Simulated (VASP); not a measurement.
Wanted: the native input for a VASP 6.6.1 run.

```yaml
Task: single point
Functional: r2SCAN
Potentials_or_basis: VASP PAW PBE potentials, release 64 (Ge_d, Te, Sn_d)
Cutoff: 520 eV
k_mesh: 6 × 6 × 4
Occupations: fermi-dirac, width 0.02 eV
Spin: no spin polarisation
Dipole_correction: no
Further_INCAR_settings: ALGO = Normal; EDIFF = 1e-06; NBANDS = 28
```

The system is SnGeTe2.

```xyz
4
Lattice="4.4230 0.0000 0.0000 0.0000 4.4230 0.0000 0.0000 0.0000 6.2618" Properties=species:S:1:pos:R:3 pbc="T T T"
Ge    0.0000    0.0000    0.0000
Te    0.0000    0.0000    3.1309
Te    2.2115    2.2115    0.0000
Sn    2.2115    2.2115    3.1309
```

The cell was built by a generator and needn't be a form met in nature.

The cell isn't the ideal one: hydrostatic strain +1.2%.

One way to write it, as run:

POSCAR

```
SnGeTe2
1.0
    4.4230228867      0.0000000000      0.0000000000
    0.0000000000      4.4230228867      0.0000000000
    0.0000000000      0.0000000000      6.2617831999
Ge Te Sn
1 2 1
Direct
    0.0000000000      0.0000000000      0.0000000000
    0.0000000000      0.0000000000      0.5000000000
    0.5000000000      0.5000000000      0.0000000000
    0.5000000000      0.5000000000      0.5000000000
```

INCAR.step1

```
ALGO = Normal
EDIFF = 1E-4
ENCUT = 520
GGA = PE
ISMEAR = -1
LASPH = T
LCHARG = F
LREAL = F
LWAVE = T
NBANDS = 28
NELM = 100
PREC = Accurate
SIGMA = 0.02
```

INCAR.step2

```
ALGO = Normal
EDIFF = 1E-6
ENCUT = 520
ISIF = 2
ISMEAR = -1
ISTART = 1
LASPH = T
LCHARG = T
LELF = T
LMIXTAU = T
LREAL = F
LVHAR = T
LWAVE = F
METAGGA = R2SCAN
NBANDS = 28
NELM = 100
PREC = Accurate
SIGMA = 0.02
```

KPOINTS

```
k-points
0
Gamma
  6 6 4
```

Potentials or basis: VASP PAW PBE potentials, release 64 (Ge_d, Te, Sn_d).

The run is started by

```sh
$ cat potpaw_PBE.64/Ge_d/POTCAR potpaw_PBE.64/Te/POTCAR potpaw_PBE.64/Sn_d/POTCAR > POTCAR
$ cp INCAR.step1 INCAR
$ mpirun -np 1 vasp_std > vasp.out
$ cp INCAR.step2 INCAR
$ mpirun -np 1 vasp_std > vasp.out
```

It gave:

The pressure is -1.6 GPa. The band gap on the k mesh is 0.02 eV, direct.

Caveat: the PAW data sets were made with another functional, which shifts forces and pressure a little; spin-orbit coupling is left out, which moves the levels of the heavy elements.

Run time: 4.8 min on 1 thread of Intel(R) Xeon(R) Platinum 8488C (Sapphire Rapids), with other jobs on the host, peak memory 0.31 GiB.
